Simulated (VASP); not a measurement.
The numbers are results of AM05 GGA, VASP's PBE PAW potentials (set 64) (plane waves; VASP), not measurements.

Input for VASP

**INCAR**
```
SYSTEM = NaF
PREC = Accurate
ENCUT = 520
EDIFF = 1E-7
NELM = 100
ALGO = Normal
LREAL = .FALSE.
LASPH = .TRUE.
ISMEAR = 0
SIGMA = 0.05
GGA = AM
LWAVE = .FALSE.
LCHARG = .FALSE.
LORBIT = 11
ICHARG = 11
```

**KPOINTS**
```
k-points along high-symmetry lines
15
Line-mode
Reciprocal
  0.000000   0.000000   0.000000 ! GAMMA
  0.500000   0.000000   0.500000 ! X

  0.500000   0.000000   0.500000 ! X
  0.625000   0.250000   0.625000 ! U

  0.375000   0.375000   0.750000 ! K
  0.000000   0.000000   0.000000 ! GAMMA

  0.000000   0.000000   0.000000 ! GAMMA
  0.500000   0.500000   0.500000 ! L

  0.500000   0.500000   0.500000 ! L
  0.500000   0.250000   0.750000 ! W

  0.500000   0.250000   0.750000 ! W
  0.500000   0.000000   0.500000 ! X
```

POSCAR:
```
NaF
1
    0.0000000000     2.3354354302     2.3354354302
    2.3354354302     0.0000000000     2.3354354302
    2.3354354302     2.3354354302     0.0000000000
Na F
1 1
Direct
  0.0000000000   0.0000000000   0.0000000000
  0.5000000000   0.5000000000   0.5000000000
```

POTCAR, in this order: Na_pv F (PBE.64 set). Program: vasp_std. Read from the step before: CHGCAR.

What VASP printed:

File OUTCAR:
```
 ion  position               nearest neighbor table
   1  0.000  0.000  0.000-   2 2.34   2 2.34   2 2.34   2 2.34   2 2.34   2 2.34
   2  0.500  0.500  0.500-   1 2.34   1 2.34   1 2.34   1 2.34   1 2.34   1 2.34
  LATTYP: Found a face centered cubic cell.
 ALAT       =     4.6708708604
 Subroutine PRICEL returns:
 Original cell was already a primitive cell.
 Subroutine GETGRP returns: Found 48 space group operations
The static configuration has the point symmetry O_h .
The dynamic configuration has the point symmetry O_h .
 Subroutine INISYM returns: Found 48 space group operations
   k-points           NKPTS =     90   k-points in BZ     NKDIM =     90   number of bands    NBANDS=     11
   number of dos      NEDOS =    301   number of ions     NIONS =      2
   total plane-waves  NPLWV =  21952
   dimension x,y,z NGX =    28 NGY =   28 NGZ =   28
   dimension x,y,z NGXF=    56 NGYF=   56 NGZF=   56
   ions per type =               1   1
   PREC   = accura    normal or accurate (medium, high low for compatibility)
   ISTART =      0    job   : 0-new  1-cont  2-samecut
   ICHARG =     11    charge: 1-file 2-atom 10-const
   ISPIN  =      1    spin polarized calculation?
   LNONCOLLINEAR =      F non collinear calculations
   LSORBIT =      F    spin-orbit coupling
   INIWAV =      1    electr: 0-lowe 1-rand  2-diag
   ENCUT  =  520.0 eV  38.22 Ry    6.18 a.u.   6.14  6.14  6.14*2*pi/ulx,y,z
   NELM   =    100;   NELMIN=  2; NELMDL= -5     # of ELM steps
   EDIFF  = 0.1E-06   stopping-criterion for ELM
   LREAL  =      F    real-space projection
   NLSPLINE    = F    spline interpolate recip. space projectors
   LMAXMIX     =    2 max onsite mixed and CHGCAR
   VOSKOWN=      0    Vosko Wilk Nusair interpolation
   EDIFFG = 0.1E-05   stopping-criterion for IOM
   NSW    =      0    number of steps for IOM
   NBLOCK =      1;   KBLOCK =      1    inner block; outer block
   IBRION =     -1    ionic relax: 0-MD 1-quasi-New 2-CG
   NFREE  =      0    steps in history (QN), initial steepest desc. (CG)
   ISIF   =      2    stress and relaxation
   ISYM   =      2    0-nonsym 1-usesym 2-fastsym
   TEIN   =    0.0    initial temperature
   TEBEG  =    0.0;   TEEND  =   0.0 temperature during run
...
```

**OSZICAR**
```
       N       E                     dE             d eps       ncg     rms          rms(c)
DAV:   1     0.111056831479E+03    0.11106E+03   -0.82662E+03  2007   0.155E+03
DAV:   2    -0.175972736068E+01   -0.11282E+03   -0.10474E+03  2184   0.362E+02
DAV:   3    -0.809418368804E+01   -0.63345E+01   -0.63106E+01  2250   0.868E+01
DAV:   4    -0.816054811731E+01   -0.66364E-01   -0.66350E-01  2167   0.957E+00
DAV:   5    -0.816121547860E+01   -0.66736E-03   -0.66735E-03  2251   0.992E-01
DAV:   6    -0.816122658182E+01   -0.11103E-04   -0.11103E-04  2186   0.129E-01
DAV:   7    -0.816122682272E+01   -0.24090E-06   -0.24087E-06  2275   0.186E-02
DAV:   8    -0.816122682814E+01   -0.54288E-08   -0.54501E-08  1731   0.280E-03
   1 F= -.81612268E+01 E0= -.81612268E+01  d E =-.930428E-16
```

### OUTCAR
```
 val. band max:       -2.1722519100   @ k =   0.0000   0.0000   0.0000

 cond. band min:       4.0717345938   @ k =   0.0000   0.0000   0.0000



 k-point     1 :       0.0000    0.0000    0.0000
  band No.  band energies     occupation
      1     -21.1096      2.00000
      2     -21.0756      2.00000
      3     -21.0756      2.00000
      4     -21.0756      2.00000
      5      -2.1723      2.00000
      6      -2.1723      2.00000
      7      -2.1723      2.00000
      8       4.0717      0.00000
      9      16.6656      0.00000
     10      16.6656      0.00000
     11      16.6656      0.00000

 k-point     2 :       0.0357    0.0000    0.0357
  band No.  band energies     occupation
      1     -21.1932      2.00000
      2     -21.0762      2.00000
      3     -21.0762      2.00000
      4     -20.9886      2.00000
      5      -2.2039      2.00000
      6      -2.1777      2.00000
      7      -2.1777      2.00000
      8       4.1335      0.00000
      9      16.3867      0.00000
     10      16.6750      0.00000
     11      16.6750      0.00000

 k-point     3 :       0.0714    0.0000    0.0714
  band No.  band energies     occupation
      1     -21.2844      2.00000
      2     -21.0780      2.00000
      3     -21.0780      2.00000
      4     -20.8887      2.00000
      5      -2.2933      2.00000
      6      -2.1938      2.00000
      7      -2.1938      2.00000
      8       4.3132      0.00000
      9      15.7843      0.00000
     10      16.7023      0.00000
     11      16.7023      0.00000

 k-point     4 :       0.1071    0.0000    0.1071
  band No.  band energies     occupation
      1     -21.3643      2.00000
      2     -21.0809      2.00000
      3     -21.0809      2.00000
      4     -20.7952      2.00000
      5      -2.4260      2.00000
      6      -2.2194      2.00000
      7      -2.2194      2.00000
      8       4.5975      0.00000
      9      15.1050      0.00000
     10      16.7455      0.00000
...
```

The density is held fixed in this step, so its total energy and stress have no physical meaning.

The compound is NaF in the rock salt structure. It was relaxed first.
